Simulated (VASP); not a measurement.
Data:

```
CELL_PARAMETERS angstrom
      0.00000     2.76024     2.76024
      2.76024     0.00000     2.76024
      2.76024     2.76024     0.00000
ATOMIC_POSITIONS crystal
  Ca 0.00000 0.00000 0.00000
  F  0.25000 0.25000 0.25000
  F  0.75000 0.75000 0.75000
```

Calculation: PBE GGA, VASP's PBE PAW potentials (set 64) (plane waves; VASP). Numerical set-up: 530 eV cut-off, 6×6×6 Γ-centred mesh, Gaussian smearing of 0.050 eV, potentials Ca_sv F.

Task: What does the run give for the energy per atom (σ→0), band gap (on the k-mesh) with the smallest direct gap where there is one?

Result: 
```
Property                                     Result
-----------------------------------  --------------
band gap (on the k-mesh)                    7.09 eV
smallest direct gap (on the k-mesh)         7.34 eV
energy per atom (σ→0)                -5.780 eV/atom
```

Only differences to runs with the same potentials and settings are physical.

The compound is CaF2 in the fluorite structure. It was relaxed first. The start is the result of an earlier pass.
